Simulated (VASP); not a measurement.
Method: LDA (Ceperley-Alder, Perdew-Zunger), VASP's LDA PAW potentials (set 64) (plane waves; VASP).

A VASP calculation is set up with these files.

File POSCAR:
```
Ti
1.0
  1.4255856026  -2.4691867471   0.0000000000
  1.4255856026   2.4691867471   0.0000000000
  0.0000000000   0.0000000000   4.5468968451
Ti
2
direct
  0.3333330000   0.6666670000   0.2500000000
  0.6666670000   0.3333330000   0.7500000000
```

File KPOINTS:
```
Automatic
0
Gamma
13 13 7
0 0 0
```

**INCAR**
```
ALGO  =  Normal
EDIFF  =  1E-6
EDIFFG  =  -0.01
ENCUT  =  400
IBRION  =  2
ISIF  =  3
ISMEAR  =  1
LASPH  =  .TRUE.
LCHARG  =  .FALSE.
LMAXMIX  =  4
LREAL  =  .FALSE.
LWAVE  =  .FALSE.
NELM  =  100
NSW  =  60
PREC  =  Accurate
SIGMA  =  0.1
SYSTEM  =  Ti
```

POTCAR, in this order: Ti_sv (LDA.64 set). Program: vasp_std.

Output of the run:

**OSZICAR**
```
       N       E                     dE             d eps       ncg     rms          rms(c)
DAV:   1     0.219410649257E+03    0.21941E+03   -0.11940E+04  2688   0.161E+03
DAV:   2     0.735648196684E+01   -0.21205E+03   -0.21087E+03  2768   0.451E+02
DAV:   3    -0.181208132357E+02   -0.25477E+02   -0.25361E+02  5280   0.127E+02
DAV:   4    -0.189572084538E+02   -0.83640E+00   -0.83638E+00  2728   0.246E+01
DAV:   5    -0.189945233593E+02   -0.37315E-01   -0.37315E-01  4368   0.369E+00    0.126E+01
DAV:   6    -0.170938478147E+02    0.19007E+01   -0.68355E+00  3192   0.306E+01    0.338E+00
DAV:   7    -0.170681893325E+02    0.25658E-01   -0.76954E-01  4016   0.721E+00    0.202E+00
DAV:   8    -0.170919715211E+02   -0.23782E-01   -0.21670E-01  3072   0.656E+00    0.722E-01
DAV:   9    -0.170832284198E+02    0.87431E-02   -0.47472E-02  3152   0.273E+00    0.671E-02
DAV:  10    -0.170835251920E+02   -0.29677E-03   -0.22962E-03  4264   0.357E-01    0.927E-02
DAV:  11    -0.170835534580E+02   -0.28266E-04   -0.18518E-04  3056   0.131E-01    0.307E-02
DAV:  12    -0.170835426060E+02    0.10852E-04   -0.35819E-05  3448   0.478E-02    0.667E-03
DAV:  13    -0.170835427885E+02   -0.18248E-06   -0.96227E-07  2056   0.115E-02
   1 F= -.17083543E+02 E0= -.17083640E+02  d E =-.170835E+02
       N       E                     dE             d eps       ncg     rms          rms(c)
DAV:   1    -0.170860109242E+02   -0.24683E-02   -0.61161E-02  3664   0.344E+00    0.428E-01
DAV:   2    -0.170835785167E+02    0.24324E-02   -0.11734E-02  4024   0.130E+00    0.124E-01
DAV:   3    -0.170834438291E+02    0.13469E-03   -0.16762E-03  3896   0.294E-01    0.409E-02
DAV:   4    -0.170834975328E+02   -0.53704E-04   -0.31781E-04  3592   0.130E-01    0.157E-02
DAV:   5    -0.170835392315E+02   -0.41699E-04   -0.84249E-05  3480   0.641E-02    0.223E-02
DAV:   6    -0.170835551796E+02   -0.15948E-04   -0.36727E-05  3912   0.462E-02    0.569E-03
DAV:   7    -0.170835569577E+02   -0.17781E-05   -0.39657E-06  2672   0.148E-02    0.135E-03
DAV:   8    -0.170835570723E+02   -0.11467E-06   -0.60715E-07  1480   0.669E-03
   2 F= -.17083557E+02 E0= -.17083660E+02  d E =-.142839E-04
       N       E                     dE             d eps       ncg     rms          rms(c)
DAV:   1    -0.170840535623E+02   -0.49660E-03   -0.11927E-02  3640   0.152E+00    0.189E-01
DAV:   2    -0.170835769008E+02    0.47666E-03   -0.23133E-03  4016   0.574E-01    0.557E-02
DAV:   3    -0.170835517431E+02    0.25158E-04   -0.32942E-04  3856   0.131E-01    0.180E-02
DAV:   4    -0.170835634963E+02   -0.11753E-04   -0.62313E-05  3600   0.577E-02    0.685E-03
DAV:   5    -0.170835715890E+02   -0.80927E-05   -0.16736E-05  3504   0.284E-02    0.984E-03
DAV:   6    -0.170835742933E+02   -0.27043E-05   -0.67746E-06  3264   0.204E-02    0.234E-03
DAV:   7    -0.170835745426E+02   -0.24924E-06   -0.64047E-07  1536   0.687E-03
   3 F= -.17083575E+02 E0= -.17083675E+02  d E =-.317541E-04
```

### OUTCAR
```
------------------------ aborting loop because EDIFF is reached ----------------------------------------
  FORCE on cell =-STRESS in cart. coord.  units (eV):
  Direction    XX          YY          ZZ          XY          YZ          ZX
  --------------------------------------------------------------------------------------
  Total        0.0011537      0.0011537      0.0037407      0.0000000      0.0000000     -0.0000000
  in kB        0.0578314      0.0578314      0.1875121      0.0000000      0.0000000     -0.0000000
  external PRESSURE =       0.1010583 kB  Pullay stress =       0.0000000 kB
  volume of cell :       31.96
      direct lattice vectors                 reciprocal lattice vectors
     1.424885235 -2.467973675  0.000000000     0.350905454 -0.202595354  0.000000000
     1.424885235  2.467973675  0.000000000     0.350905454  0.202595354 -0.000000000
    -0.000000000  0.000000000  4.544452304    -0.000000000  0.000000000  0.220048519
 POSITION                                       TOTAL-FORCE (eV/Angst)
 -----------------------------------------------------------------------------------
      1.42489      0.82266      1.13611         0.000000      0.000000      0.000000
      1.42489     -0.82266      3.40834        -0.000000     -0.000000      0.000000
 -----------------------------------------------------------------------------------
    total drift:                                0.000160      0.001041     -0.000018
  FREE ENERGIE OF THE ION-ELECTRON SYSTEM (eV)
  ---------------------------------------------------
  free  energy   TOTEN  =       -17.0835745426 eV

  energy  without entropy=      -17.0838764324  energy(sigma->0) =      -17.08367517

 reached required accuracy - stopping structural energy minimisation
```
(Selected blocks of OUTCAR.)

CONTCAR:
```
Ti
   1.00000000000000
     1.4248852351830235   -2.4679736750719261    0.0000000000000000
     1.4248852351830235    2.4679736750719261    0.0000000000000000
    -0.0000000000000000    0.0000000000000000    4.5444523035295932
  Ti
     2
Direct
     0.3333330000000032    0.6666669999999968    0.2500000000000000
     0.6666669999999968    0.3333330000000032    0.7500000000000000
```

OUTCAR:
```
 val. band max:        9.0288528814   @ k =   0.3077   0.2308   0.2857

 cond. band min:       9.0411482997   @ k =   0.1538  -0.0000   0.1429


 Fermi energy:         9.0350211543

 k-point     1 :       0.0000    0.0000    0.0000
  band No.  band energies     occupation
      1     -47.0224      2.00000
      2     -46.8238      2.00000
      3     -24.1098      2.00000
      4     -23.2578      2.00000
      5     -23.2578      2.00000
      6     -23.1684      2.00000
      7     -23.1293      2.00000
      8     -23.1293      2.00000
      9       2.7302      2.00000
     10       6.1252      2.00000
     11       9.8004     -0.00000
     12       9.8004     -0.00000
     13       9.8867     -0.00000
     14      10.0733     -0.00000
     15      10.3504     -0.00000
     16      10.3504     -0.00000

 k-point     2 :       0.0769   -0.0000    0.0000
  band No.  band energies     occupation
      1     -47.0140      2.00000
      2     -46.8205      2.00000
      3     -24.0923      2.00000
      4     -23.2949      2.00000
      5     -23.2700      2.00000
      6     -23.1754      2.00000
      7     -23.1679      2.00000
      8     -23.1341      2.00000
      9       2.9102      2.00000
     10       6.2699      2.00000
     11       9.4681     -0.00000
     12       9.6790     -0.00000
     13       9.9327     -0.00000
     14      10.1394     -0.00000
     15      10.2628     -0.00000
     16      10.4687     -0.00000

 k-point     3 :       0.1538   -0.0000    0.0000
  band No.  band energies     occupation
      1     -46.9893      2.00000
      2     -46.8107      2.00000
      3     -24.0419      2.00000
      4     -23.3983      2.00000
      5     -23.3027      2.00000
      6     -23.2724      2.00000
      7     -23.1967      2.00000
      8     -23.1483      2.00000
      9       3.4300      2.00000
     10       6.6499      2.00000
     11       8.9224      2.06754
     12       9.0081      1.43790
     13       9.9863     -0.00000
...
```

The compound is Ti in the hcp structure. This run relaxes it. Symmetry was kept, so distortions that lower it aren't found. The start is the result of an earlier pass.
